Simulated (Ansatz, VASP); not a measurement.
**Sn: VASP beside Ansatz**

Wanted: the spread between two codes on one cell, functional and k mesh. The cell is taken from a series of runs on this material, whose earlier steps may have relaxed, scaled, displaced or heated it; both programs get it as it stands.

Calculated with Ansatz 0.2.0; plane waves, with VASP 6.6.1 beside it; zone-centre phonons at LDA.

### 1. The structure

The structure is trigonal, space group R-3m (No. 166). Conventional cell: a = 4.531 Å, b = 4.531 Å, c = 11.262 Å, α = 90.00°, β = 90.00°, γ = 120.00°. Nearest to Sn lie 4 Sn at 2.78 to 2.80 Å.

### 2. Ansatz: zone-centre phonons, LDA

Ansatz runs on its PAW soft_1 files.

Second derivatives magnify differences that forces hide, and they need a tight electronic threshold.

File input.yaml:

```yaml
crystal:
  lattice:
    - [0.0316451985, 3.2353466683, 3.2353466683]
    - [3.2353466683, 0.0316451985, 3.2353466683]
    - [3.2353466683, 3.2353466683, 0.0316451985]
  atoms:
    - { symbol: Sn, position: [0.5007512089, 0.5007512089, 0.5007512089] }
    - { symbol: Sn, position: [0.7492487911, 0.7492487911, 0.7492487911] }
kpoints:
  mp_grid: { grid: [12, 12, 12], shift: [0.5, 0.5, 0.5] }
hamiltonian:
  xc: lda
  pseudopotentials: { kind: paw, azcp: { folder: soft_1 }, xc_functional: pbe }
scf:
  occupations: { method: gaussian, width: 0.015 }
output:
  eigenvalues: true
phonons:
  method: dfpt
```

Command:

```
ansatz run input.yaml --threads 4 --pin off --max-ram 10240MiB --backend cpu --events-out ev --progress --plain --runs-dir out
```

Numbers of over 12 decimals in the logs are rounded to 6 here.

The log of the run:

```text
Engine: ansatz 0.2.0, aarch64-unknown-linux-gnu
Pseudopotentials: kind: paw
Pseudopotential: Sn, paw, valence charge 14, recommended cutoff 420 eV (normal), soft_1/Sn.paw.azcp
Functional definition: SPW92
  exchange = slater_x
  correlation = pw_c
Crystal: 2 atoms, lattice volume = 66.738 Å³
Basis set: ecut = 420 eV, 1303 PW (Γ), exchange–correlation on 64×64×64 points (8 copies of the dense FFT grid, shifted against one another)
Bands: 18, of which v1, the nominal top of the filled ones, is band 14 counted from 1 (13 counted from 0)
Symmetry: 12 space group operations
k-points: 468 of 1728 (irreducible under 2 space group operations, time reversal used)
Non-local potential: Sn, projectors of the file, l = 0: 2, l = 1: 2, l = 2: 2, l = 3: 1
PAW form: soft (Blöchl's): semilocal exchange-correlation on the pseudo side does not see the compensation charge
PAW frozen core: Sn, regenerated for the run's functional, and the local potential with it (the file was generated under x = pbe(κ = 0.804, μ = 0.219515), c = pbe(β = 0.066725))
PAW one-centre angular grid: Sn, 590 points (default); XC on 64 Gauss nodes
Initial density: superposition of atomic densities (chi_scale 0.1, normalization cell)
Initial wavefunctions: pseudopotential atomic-orbital guess
Functional: x = slater, c = lda
SCF iter   1: F=—  HF=-11759.279634 eV  |F-HF|=—  |Δ(HF+E_count)|=         —  Δρ=2.32e-2  dr2=4.00e-1  ethr=3.10e-3  ⟨swp⟩=6.0  Hψ=45844  notcnv=0
preconditioner: auto → none  [insulator: Δε(μ)=0.101 eV  Ē_g=20.027 eV  σ=0.015 eV  W_gap=1.00  n_scr=14 (ndim 8)  ℏωp=24.1 eV  f_vac=0.002  D(μ)=0.00/eV (n_scr^D=0)  ε∞_Penn≈2.4]
SCF iter   2: F=—  HF=-11759.160156 eV  |F-HF|=—  |Δ(HF+E_count)|=   1.19e-1  Δρ=9.68e-3  dr2=6.45e-2  ethr=1.43e-3  ⟨swp⟩=2.0  Hψ=14029  notcnv=0
SCF iter   3: F=—  HF=-11759.145014 eV  |F-HF|=—  |Δ(HF+E_count)|=   1.51e-2  Δρ=1.04e-3  dr2=5.04e-4  ethr=2.30e-4  ⟨swp⟩=2.0  Hψ=12179  notcnv=0
SCF iter   4: F=—  HF=-11759.145130 eV  |F-HF|=—  |Δ(HF+E_count)|=   1.17e-4  Δρ=4.75e-4  dr2=5.76e-5  ethr=1.80e-6  ⟨swp⟩=2.0  Hψ=16830  notcnv=0
SCF iter   5: F=—  HF=-11759.145123 eV  |F-HF|=—  |Δ(HF+E_count)|=   6.77e-6  Δρ=1.71e-4  dr2=7.15e-6  ethr=2.06e-7  ⟨swp⟩=2.2  Hψ=15024  notcnv=0
SCF iter   6: F=—  HF=-11759.145122 eV  |F-HF|=—  |Δ(HF+E_count)|=   1.22e-6  Δρ=3.85e-5  dr2=4.99e-7  ethr=2.55e-8  ⟨swp⟩=2.0  Hψ=13611  notcnv=0
SCF iter   7: F=—  HF=-11759.145123 eV  |F-HF|=—  |Δ(HF+E_count)|=   6.85e-7  Δρ=1.08e-5  dr2=5.62e-8  ethr=1.78e-9  ⟨swp⟩=2.0  Hψ=14800  notcnv=0
SCF iter   8: F=—  HF=-11759.145123 eV  |F-HF|=—  |Δ(HF+E_count)|=   2.03e-8  Δρ=6.53e-7  dr2=2.23e-10  ethr=2.01e-10  ⟨swp⟩=2.0  Hψ=14979  notcnv=0
SCF iter   9: F=-11759.145123 eV  HF=-11759.145123 eV  |F-HF|=3.64e-12  |Δ(HF+E_count)|=  6.37e-11  Δρ=3.97e-8  dr2=8.99e-13  ethr=1.00e-12  ⟨swp⟩=5.2  Hψ=44519  notcnv=0
SCF 1 converged in 9 iterations: F = -11759.145123 eV  dr2 = 8.99e-13
  greatest PAW one-centre occupation: 0.992 electrons in one spin orbital (limit 2), on the Sn atom at site 1 (counted from 0), in its partial waves of l = 2
DFPT response loops at Γ: preconditioner auto → Kerker (q_TF=auto, 2.361 Å⁻¹) (partly filled bands, converged f_vac=0.079); β = 1.00, the filter's whole step (`scf.mixing.beta` (0.50) is not read by the response loops under this deck's `scf.mixing.preconditioner`; to damp them name `kerker` or `kerker_dos`, under which they read `scf.mixing.beta`, and type it under 1.00, their step now; both keys bind the ground state too); Broyden in place of MSR1
SCF converged after 9 iterations
Free energy (F): -11759.145123 eV
Harris-Foulkes:  -11759.145123 eV  (|F-HF|=3.64e-12)
Internal energy: -11759.145099 eV  (E = F + TS)
E sigma→0 (E₀):  -11759.145111 eV
Entropy (-TS):   -0.000024 eV (-0.012 meV/atom)
Fermi energy:    7.942706 eV
--- Per-component energies (eV) ---
  E_band       = -247.425447
  E_kinetic    = 339.751191
  E_local      = -2600.406173  (includes V_loc(G=0)·N_el)
  E_nonlocal   = 299.094504
  E_hartree    = 1264.521736
  E_xc         = -250.281334
  E_vxc        = -162.666721  (∫ρ·V_xc dr)
  E_paw        = -8451.461062  (= ΣΔE_a)
  E_vpaw       = -652.242292  (= ΣTr[D̂ρ^β])
  E_aug_tail   = 0.000546  (compensation charges beyond the density's cutoff)
  E_ewald      = -2361.214289
  E_core_change = 0.849782  (= ΣΔE_core)
  E_smearing   = -0.000024  (= −TS)
  E_closure    = -0.000000  (closes the sum)
  Σ components = -11759.145123   (vs F -11759.145123, Δ=0.00e0)
--- Band table (eV; the first three rows and the last of 468) ---
  k-point 0: bands = [... 10 lower, -2.9553, 6.8024, 7.9436, 7.9436, 8.1076, 10.0130, 10.0910, 10.0910]
  k-point 1: bands = [... 10 lower, -2.8635, 5.9600, 7.4489, 7.8668, 8.5605, 10.1909, 10.2324, 10.6043]
  k-point 2: bands = [... 10 lower, -2.6367, 4.7502, 7.0288, 7.5737, 8.5299, 10.5403, 10.7340, 11.4581]
  k-point 467: bands = [... 10 lower, -1.2787, 1.4263, 6.4319, 6.6772, 7.9636, 11.0087, 11.1543, 13.4394]
--- Phonons (Γ-DFPT): 1 representative perturbation + reference, on 468 of 1728 k-points (Σ response iterations 3) ---
  k mesh reduced under 2 symmetry operations, with k and −k counted as one. Each operation leaves every solved perturbation unchanged. A smaller set is not used because it would not reduce the number of displacements times k-points to solve
  ASR residual: 7.121e-6 → 0.000e0 eV/Å²; symmetrization residual: 1.195e-12 eV/Å²
  ASR residual per site (eV/Å²): 7.12e-6 7.12e-6
  Γ frequencies (cm⁻¹): 0.00 0.00 0.00 181.42 181.42 191.97
  non-analytic LO–TO correction: not included (Born effective charges unavailable; polar crystals: no LO–TO splitting at Γ)
```

(Continued in part 2 of 3.)

[Lines on the potential files, build, host, timing and source positions are cut from VASP's logs without a mark.]

[Logs are printed without paths, hosts, clocks, repeated set-up lines and the standing remarks that a program may print on its own settings, such as how far it seeks lower states.]

[Hosts, paths, dates, database ids (printed as entryN), source tags and the programs' standing remarks are cut or masked in the printed files.]
